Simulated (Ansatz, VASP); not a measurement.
# Al36Ga12N47 (V_N hop (3.1 A)) in two plane-wave programs

Aim: how closely do two programs agree when they are given the same cell, functional and k mesh? The cell is taken from a series of runs on this material, whose earlier steps may have relaxed, scaled, displaced or heated it; both programs get it as it stands.

Calculated with Ansatz 0.2.0; plane waves, with VASP 6.6.1 beside it; single point at PBEsol.

## 1. The structure

The cell holds 95 atoms: 36 Al, 12 Ga and 47 N. Its edges and angles: a = 10.087 Å, b = 9.390 Å, c = 10.836 Å, α = 90.0°, β = 90.0°, γ = 90.0°. It derives from Al3GaN4 (Al3GaN4 (Pm)). Nearest the centre at fractional (0.558, 0.583, 0.708): Al36 at 1.03 Å, N92 at 1.60 Å, Al30 at 2.40 Å, Al29 at 2.47 Å, Ga48 at 2.47 Å, Al28 at 2.53 Å, N93 at 2.66 Å, N95 at 2.69 Å.

## 2. Ansatz: single point, PBEsol

Ansatz runs on its default PAW (the set named soft_2) files.

With cell and atoms fixed, the geometry can't cause a difference; cores, projectors, grids and the points listed under the comparison can.

The input, input.yaml:

```yaml
crystal:
  lattice:
    - [10.08692303, 0.0, 0.00025291]
    - [0.0, 9.39015873, 0.0]
    - [-0.00644803, 0.0, 10.83602103]
  atoms:
    - { symbol: Al, position: [0.24999024, 0.16666165, 0.08426323] }
    - { symbol: Al, position: [0.00063237, 0.1670881, 0.41690199] }
    - { symbol: Al, position: [0.00047843, 0.0002132, 0.16549419] }
    - { symbol: Ga, position: [0.24959171, 0.00019577, 0.33343777] }
    - { symbol: "N", position: [0.05550901, 0.00021812, 0.33284154] }
    - { symbol: "N", position: [0.06121449, 0.16666025, 0.08301025] }
    - { symbol: "N", position: [0.31265891, 0.16645607, 0.42094223] }
    - { symbol: "N", position: [0.31174218, 0.00020503, 0.16384645] }
    - { symbol: Al, position: [0.24847319, 0.16606816, 0.5839421] }
    - { symbol: Al, position: [-0.00033287, 0.16666813, 0.916947] }
    - { symbol: Al, position: [-0.00182945, 0.00019331, 0.66521879] }
    - { symbol: Ga, position: [0.24855811, 0.00016532, 0.83321245] }
    - { symbol: "N", position: [0.05449301, 0.00019653, 0.83236429] }
    - { symbol: "N", position: [0.0592951, 0.16677325, 0.58334323] }
    - { symbol: "N", position: [0.31174668, 0.1666884, 0.92060559] }
    - { symbol: "N", position: [0.31058743, 0.00020276, 0.66338914] }
    - { symbol: Al, position: [0.25022639, 0.50016776, 0.08409225] }
    - { symbol: Al, position: [0.0049404, 0.50021637, 0.41547841] }
    - { symbol: Al, position: [0.00149666, 0.3334645, 0.16550086] }
    - { symbol: Ga, position: [0.25307669, 0.33390586, 0.33415818] }
    - { symbol: "N", position: [0.0589135, 0.33296377, 0.33252871] }
    - { symbol: "N", position: [0.06148428, 0.50020098, 0.08314535] }
    - { symbol: "N", position: [0.3196284, 0.50024828, 0.4230485] }
    - { symbol: "N", position: [0.31204878, 0.33360278, 0.16340201] }
    - { symbol: Al, position: [0.25159854, 0.50021132, 0.58529711] }
    - { symbol: Al, position: [-0.00052177, 0.50021927, 0.91733976] }
    - { symbol: Al, position: [-0.00062614, 0.33455836, 0.66468184] }
    - { symbol: Ga, position: [0.24756568, 0.33327409, 0.83437575] }
    - { symbol: "N", position: [0.05363319, 0.3336652, 0.83258737] }
    - { symbol: "N", position: [0.06214312, 0.50021962, 0.58247071] }
    - { symbol: "N", position: [0.31167793, 0.50023635, 0.92039996] }
    - { symbol: "N", position: [0.30762661, 0.33168975, 0.66443574] }
    - { symbol: Al, position: [0.24997567, 0.83369188, 0.08430032] }
    - { symbol: Al, position: [0.0006954, 0.83337654, 0.4169206] }
    - { symbol: Al, position: [0.00150406, 0.66693846, 0.16553031] }
    - { symbol: Ga, position: [0.25309135, 0.66647049, 0.33416094] }
    - { symbol: "N", position: [0.05893669, 0.66745006, 0.33255136] }
    - { symbol: "N", position: [0.06119784, 0.83372759, 0.0830277] }
    - { symbol: "N", position: [0.31263484, 0.8340374, 0.42091904] }
    - { symbol: "N", position: [0.31205023, 0.66675647, 0.16341638] }
    - { symbol: Al, position: [0.2484924, 0.83434404, 0.5839481] }
    - { symbol: Al, position: [-0.00033763, 0.83374934, 0.91696158] }
    - { symbol: Al, position: [-0.00062711, 0.66589728, 0.66467386] }
    - { symbol: Ga, position: [0.24752689, 0.66710239, 0.83440421] }
    - { symbol: "N", position: [0.05360158, 0.66674224, 0.83259213] }
    - { symbol: "N", position: [0.05936925, 0.83363364, 0.58335552] }
    - { symbol: "N", position: [0.31170283, 0.8337779, 0.92064355] }
    - { symbol: "N", position: [0.30760604, 0.66875689, 0.66445928] }
    - { symbol: Al, position: [0.75013043, 0.16663764, 0.0827692] }
    - { symbol: Al, position: [0.50034272, 0.1677404, 0.41859615] }
    - { symbol: Al, position: [0.50072876, 0.00024556, 0.16756052] }
    - { symbol: Ga, position: [0.7498409, 0.00018776, 0.3328947] }
    - { symbol: "N", position: [0.55570428, 0.00028759, 0.33530341] }
    - { symbol: "N", position: [0.56122386, 0.1659407, 0.08405627] }
    - { symbol: "N", position: [0.81260674, 0.16713143, 0.41969748] }
    - { symbol: "N", position: [0.81158232, 0.00020936, 0.16272232] }
    - { symbol: Al, position: [0.74809645, 0.16840804, 0.5829487] }
    - { symbol: Al, position: [0.49973505, 0.16568637, 0.91844874] }
    - { symbol: Al, position: [0.49922405, 0.00020922, 0.66629508] }
    - { symbol: Ga, position: [0.74845856, 0.00013983, 0.83236491] }
    - { symbol: "N", position: [0.55449824, 0.00021405, 0.83314986] }
    - { symbol: "N", position: [0.5590132, 0.17188954, 0.58565571] }
    - { symbol: "N", position: [0.81204414, 0.16669653, 0.91891881] }
    - { symbol: "N", position: [0.80880402, 0.00016691, 0.66187765] }
    - { symbol: Al, position: [0.75035664, 0.50018009, 0.08312371] }
    - { symbol: Al, position: [0.51025543, 0.50011074, 0.41726795] }
    - { symbol: Al, position: [0.50076909, 0.33330398, 0.16481057] }
    - { symbol: Ga, position: [0.75096862, 0.33295012, 0.33135458] }
    - { symbol: "N", position: [0.5567729, 0.33174678, 0.33140274] }
    - { symbol: "N", position: [0.56140273, 0.50022426, 0.08357312] }
    - { symbol: "N", position: [0.81917052, 0.50019422, 0.41353957] }
    - { symbol: "N", position: [0.81254116, 0.33305537, 0.16163471] }
    - { symbol: Al, position: [0.74852238, 0.50013901, 0.57390356] }
    - { symbol: Al, position: [0.49986733, 0.50026108, 0.91722045] }
    - { symbol: Al, position: [0.49596049, 0.34092498, 0.67142098] }
    - { symbol: Ga, position: [0.74941614, 0.33395638, 0.83241771] }
    - { symbol: "N", position: [0.55613694, 0.33205422, 0.83656516] }
    - { symbol: "N", position: [0.81208043, 0.50023331, 0.91954077] }
    - { symbol: "N", position: [0.80865688, 0.33622775, 0.66110903] }
    - { symbol: Al, position: [0.75014506, 0.83372165, 0.08282512] }
    - { symbol: Al, position: [0.50028375, 0.8327822, 0.41849724] }
    - { symbol: Al, position: [0.50078299, 0.66709217, 0.16491658] }
    - { symbol: Ga, position: [0.75101579, 0.66737859, 0.33140512] }
    - { symbol: "N", position: [0.55682414, 0.66864086, 0.33158776] }
    - { symbol: "N", position: [0.56124415, 0.83453165, 0.08426517] }
    - { symbol: "N", position: [0.81265981, 0.83338428, 0.41971046] }
    - { symbol: "N", position: [0.81253977, 0.667312, 0.16167588] }
    - { symbol: Al, position: [0.74806752, 0.83196517, 0.58289803] }
    - { symbol: Al, position: [0.49970135, 0.83485256, 0.91858399] }
    - { symbol: Al, position: [0.49586772, 0.65968701, 0.67158879] }
    - { symbol: Ga, position: [0.74938781, 0.66638617, 0.83239042] }
    - { symbol: "N", position: [0.55606758, 0.66856783, 0.83672787] }
    - { symbol: "N", position: [0.55888909, 0.8285968, 0.58537064] }
    - { symbol: "N", position: [0.8120575, 0.83371143, 0.91895926] }
    - { symbol: "N", position: [0.80864927, 0.66412769, 0.66105116] }
basis:
  ecutwfc: 420
  xc_grid: 2
hamiltonian:
  xc: pbesol
kpoints:
  mp_grid: { grid: [2, 2, 2], shift: [0.5, 0.5, 0.5] }
magnetization:
  spin_polarized: true
  initial_magnetization: 1
  spin_locking: { lock_magnetization: hard }
scf:
  occupations: { method: fixed }
  max_iter: 150
output:
  forces: true
  eigenvalues: true
checkpoint:
  write: "../q0_M1.start.mesh.run"
  compress: false
  write_wavefunctions: false
  write_every: 100000
```

Run with:

```sh
> ansatz run input.yaml --threads 32 --pin off --max-ram 84787MiB --backend cuda --events-out ev --progress --plain --runs-dir out --max-vram 78GiB
```

Numbers of over 12 decimals in the logs are rounded to 6 here.

Output:

```text
Engine: ansatz 0.2.0, aarch64-unknown-linux-gnu
[...]
Pseudopotential: Al, paw, valence charge 3, recommended cutoff 420 eV (normal), Al.paw.azcp
Pseudopotential: Ga, paw, valence charge 13, recommended cutoff 420 eV (normal), Ga.paw.azcp
Pseudopotential: N, paw, valence charge 5, recommended cutoff 420 eV (normal), N.paw.azcp
Functional definition: PBEsol
[...]
Crystal: 95 atoms, lattice volume = 1026.364 Å³
Basis set: ecut = 420 eV, 20007 PW (Γ), exchange–correlation on 144×128×150 points (8 copies of the dense FFT grid, shifted against one another)
Bands: 345, of which v1, the nominal top of the filled ones, is band 250 counted from 1 (249 counted from 0)
[...]
Functional: x = pbesol(κ = 0.804, μ = 0.123457), c = pbesol(β = 0.046)
SCF iter   1: F=—  HF=-81755.236271 eV  |F-HF|=—  |Δ(HF+E_count)|=         —  Δρ=6.08e-2 (↑6.01e-2 ↓6.08e-2)  dr2=1.67e2  dr2_m=6.11e-2  M=1.000 μB ∫|m|=1.011 μB  β_m=0.30  ethr=3.10e-3  ⟨swp⟩=5.0  Hψ [...]
[...]
spin=Collinear: Resta preconditioning applied to the charge; magnetization (m = ρ↑ − ρ↓) channel mixes plain (no charge-response kernel on spin).
SCF iter   2: F=—  HF=-81717.459007 eV  |F-HF|=—  |Δ(HF+E_count)|=    3.78e1  Δρ=3.20e-2 (↑3.15e-2 ↓3.20e-2)  dr2=4.39e1  dr2_m=3.58e-2  M=1.000 μB ∫|m|=1.020 μB  β_m=0.44  ethr=3.10e-3  ⟨swp⟩=2.0  Hψ [...]
[...]
SCF iter   5: F=—  HF=-81703.785599 eV  |F-HF|=—  |Δ(HF+E_count)|=   2.12e-2  Δρ=9.01e-4 (↑8.90e-4 ↓9.01e-4)  dr2=1.95e-2  dr2_m=3.15e-6  M=1.000 μB ∫|m|=1.077 μB  β_m=0.72  ethr=1.21e-5  ⟨swp⟩=2.8  H [...]
SCF iter   6: F=—  HF=-81703.775896 eV  |F-HF|=—  |Δ(HF+E_count)|=   9.70e-3  Δρ=1.72e-4 (↑1.72e-4 ↓1.72e-4)  dr2=9.82e-4  dr2_m=1.47e-6  M=1.000 μB ∫|m|=1.077 μB  β_m=0.72  ethr=3.92e-6  ⟨swp⟩=2.0  H [...]
[...]
SCF 1 converged in 11 iterations: F = -81703.776683 eV  dr2 = 1.76e-8
[...]
SCF converged after 11 iterations
[...]
```

## 3. VASP: single point, PBEsol

The same cell, functional and mesh now go to VASP, with its own data sets.

Lines of VASP's logs that name or quote its potential files are left out, and so is its time.

The input, INCAR:

```
SYSTEM = Al36Ga12N47
PREC = Accurate
ENCUT = 520
EDIFF = 1E-06
NELM = 200
ISMEAR = 0
SIGMA = 0.01
LREAL = Auto
ALGO = Normal
GGA = PS
NBANDS = 320
ISPIN = 2
MAGMOM = 0 0 0 0 0 0 0 0 0 0 0 0 0 0 0 0 0 0 0 0 0 0 0 0 0 0.02 0 0.02 0 0.02 0 0 0 0 0 0.02 0 0 0 0 0 0 0 0 -0 0 -0 0 0 0 0 0 0 0 0 0 0 0 -0 0 0 -0 0 0.02 0 0 0 0 0 0 0 0.02 0 0 0 0 0 -0 0 0 0.02 -0 0.04 -0 0.02 0 0 0.02 0 0 -0 0.02 -0 0 0
LORBIT = 11
LWAVE = .FALSE.
LCHARG = .FALSE.
ISIF = 2
ISYM = 0
NUPDOWN = 1
LASPH = .TRUE.
GGA_COMPAT = .FALSE.
KPAR = 4
```

The input, POSCAR:

```
Al36Ga12N47
1.0
   10.0869230277      0.0000000000      0.0002529055
    0.0000000000      9.3901587298      0.0000000000
   -0.0064480299      0.0000000000     10.8360210313
Al Ga N
36 12 47
Direct
    0.2499902433      0.1666616458      0.0842632304
    0.0006323686      0.1670881043      0.4169019933
[... 7 atom lines left out ...]
    0.2515985354      0.5002113198      0.5852971080
[... 5 atom lines left out ...]
    0.2484924036      0.8343440428      0.5839481013
[... 1 atom line left out ...]
    0.9993728903      0.6658972788      0.6646738558
[... 1 atom line left out ...]
    0.5003427180      0.1677404018      0.4185961515
[... 1 atom line left out ...]
    0.7480964549      0.1684080409      0.5829486983
    0.4997350502      0.1656863661      0.9184487419
    0.4992240528      0.0002092230      0.6662950839
    0.7503566425      0.5001800948      0.0831237064
    0.5102554287      0.5001107360      0.4172679461
[... 1 atom line left out ...]
    0.7485223787      0.5001390064      0.5739035628
    0.4998673318      0.5002610837      0.9172204543
    0.4959604902      0.3409249789      0.6714209779
[... 1 atom line left out ...]
    0.5002837467      0.8327822037      0.4184972358
[... 1 atom line left out ...]
    0.7480675156      0.8319651697      0.5828980268
    0.4997013530      0.8348525555      0.9185839908
    0.4958677248      0.6596870110      0.6715887875
[... 3 atom lines left out ...]
    0.2475656812      0.3332740901      0.8343757505
[... 1 atom line left out ...]
    0.2475268927      0.6671023947      0.8344042111
[... 1 atom line left out ...]
    0.7484585637      0.0001398276      0.8323649054
[... 1 atom line left out ...]
    0.7494161375      0.3339563781      0.8324177086
    0.7510157914      0.6673785864      0.3314051239
    0.7493878102      0.6663861700      0.8323904203
[... 7 atom lines left out ...]
    0.3105874325      0.0002027650      0.6633891398
[... 2 atom lines left out ...]
    0.3196284044      0.5002482837      0.4230485000
[... 3 atom lines left out ...]
    0.3116779349      0.5002363537      0.9203999635
    0.3076266115      0.3316897498      0.6644357404
[... 2 atom lines left out ...]
    0.3126348423      0.8340373956      0.4209190402
[... 3 atom lines left out ...]
    0.3117028300      0.8337779040      0.9206435526
    0.3076060370      0.6687568881      0.6644592819
[... 4 atom lines left out ...]
    0.5544982393      0.0002140469      0.8331498645
    0.5590131959      0.1718895403      0.5856557092
[... 1 atom line left out ...]
    0.8088040199      0.0001669072      0.6618776495
    0.5567729040      0.3317467836      0.3314027352
    0.5614027333      0.5002242600      0.0835731248
    0.8191705156      0.5001942180      0.4135395659
[... 1 atom line left out ...]
    0.5561369432      0.3320542221      0.8365651560
    0.8120804303      0.5002333076      0.9195407747
    0.8086568767      0.3362277462      0.6611090290
    0.5568241404      0.6686408645      0.3315877588
    0.5612441502      0.8345316473      0.0842651693
    0.8126598141      0.8333842817      0.4197104575
[... 1 atom line left out ...]
    0.5560675815      0.6685678261      0.8367278744
    0.5588890907      0.8285968040      0.5853706387
    0.8120575017      0.8337114271      0.9189592589
    0.8086492677      0.6641276909      0.6610511567
```

The input, KPOINTS:

```
Points of the shifted mesh
8
Reciprocal
 0.2500000000  0.2500000000  0.2500000000 1
 0.2500000000  0.2500000000  0.7500000000 1
 0.2500000000  0.7500000000  0.2500000000 1
 0.2500000000  0.7500000000  0.7500000000 1
 0.7500000000  0.2500000000  0.2500000000 1
 0.7500000000  0.2500000000  0.7500000000 1
 0.7500000000  0.7500000000  0.2500000000 1
 0.7500000000  0.7500000000  0.7500000000 1
```

PAW data sets: Al, Ga_d and N (PBE family, release 64).

Run with:

```sh
> mpirun -np 8 vasp_std
```

Output:

```text
[banner, memory and clock lines left out]
running    8 mpi-ranks, on    1 nodes
[...]
|                                                                             |
|           W    W    AA    RRRRR   N    N  II  N    N   GGGG   !!!           |
|           W    W   A  A   R    R  NN   N  II  NN   N  G    G  !!!           |
|           W    W  A    A  R    R  N N  N  II  N N  N  G       !!!           |
|           W WW W  AAAAAA  RRRRR   N  N N  II  N  N N  G  GGG   !            |
|           WW  WW  A    A  R   R   N   NN  II  N   NN  G    G                |
|           W    W  A    A  R    R  N    N  II  N    N   GGGG   !!!           |
|                                                                             |
|     For optimal performance we recommend to set                             |
|       NCORE = 2 up to number-of-cores-per-socket                            |
|     NCORE specifies how many cores store one orbital (NPAR=cpu/NCORE).      |
|     This setting can greatly improve the performance of VASP for DFT.       |
[...]
|                                                                             |
|     You enforced a specific xc type in the INCAR file but a different       |
|     [... a line on the potential file left out ...]
|     I HOPE YOU KNOW WHAT YOU ARE DOING!                                     |
|                                                                             |

 LDA part: xc-table for (Slater+PW92), standard interpolation
 POSCAR, INCAR and KPOINTS ok, starting setup
[...]
entering main loop
       N       E                     dE             d eps       ncg     rms          rms(c)
DAV:   1     0.706175720194E+04    0.70618E+04   -0.18110E+05 10240   0.196E+03
DAV:   2     0.132219932366E+04   -0.57396E+04   -0.53618E+04 10424   0.576E+02
DAV:   3    -0.572764949592E+03   -0.18950E+04   -0.17472E+04 14528   0.245E+02
DAV:   4    -0.795715883704E+03   -0.22295E+03   -0.21974E+03 14320   0.907E+01
[...]
DAV:  16    -0.706181126804E+03   -0.13137E-04   -0.15642E-04 14912   0.493E-02    0.752E-03
DAV:  17    -0.706181129713E+03   -0.29090E-05   -0.35856E-05 13488   0.196E-02    0.530E-03
DAV:  18    -0.706181129742E+03   -0.29548E-07   -0.39572E-06  8072   0.128E-02
   1 F= -.70618113E+03 E0= -.70618113E+03  d E =-.521182E-36  mag=     1.0000
```

OUTCAR, selected parts (step 3):

```text
  FREE ENERGIE OF THE ION-ELECTRON SYSTEM (eV)
  ---------------------------------------------------
  free  energy   TOTEN  =      -706.1811297423 eV

  energy  without entropy=     -706.1811297423  energy(sigma->0) =     -706.18112974

 magnetization (x)
# of ion       s       p       d       tot
------------------------------------------
    1       -0.000   0.000   0.000   0.000
    2        0.000   0.000   0.000   0.000
    3       -0.000   0.000   0.000   0.000
    4        0.001   0.002   0.000   0.003
    5        0.000   0.000   0.000   0.000
    6        0.000   0.000   0.000   0.000
    7        0.000   0.000   0.000   0.000
    8        0.002   0.003   0.000   0.006
    9       -0.000  -0.000   0.000  -0.000
   10       -0.000  -0.000   0.000  -0.000
   11        0.000   0.000   0.000   0.000
   12        0.000   0.000   0.000   0.000
   13        0.000   0.000   0.000   0.000
[...]
--------------------------------------------------
tot          0.114   0.242   0.002   0.358
```

The run ends at a pressure of -0.02 GPa, with forces up to 0.034 eV/Å.

## 4. Differences

Known differences besides the potentials themselves: VASP starts from the moments at which Ansatz ended; fixed occupations in Ansatz, narrow Gaussian smearing in VASP; the cutoff is 420 eV in Ansatz and 520 eV in VASP (PREC = Accurate, projectors in real space); Ansatz makes its cores anew for this functional, VASP keeps those of its PBE data sets. Total energies have different zeros and are not compared.

The two programs side by side:

| quantity | Ansatz | VASP | difference |
| --- | --- | --- | --- |
| total moment, fixed by the input (μB) | 1.00 | 1.00 | 0.00 |

At this near-relaxed geometry the largest component of a force difference is 18 meV/Å.

## 5. Results

```yaml
difference_in_total_moment_fixed_by_the_input_single_point_pbesol: 0 μB
```

In words: The difference in total moment, fixed by the input is 0 μB (single point, PBEsol). Such differences can come from data sets, numerical settings and the points named under the comparisons, not from the functional's error against experiment.

[Lines on the potential files, build, host, timing and source positions are cut from VASP's logs without a mark.]

[Logs are printed without paths, hosts, clocks, repeated set-up lines and the standing remarks that a program may print on its own settings, such as how far it seeks lower states.]

[Hosts, paths, dates, database ids (printed as entryN), source tags and the programs' standing remarks are cut or masked in the printed files.]
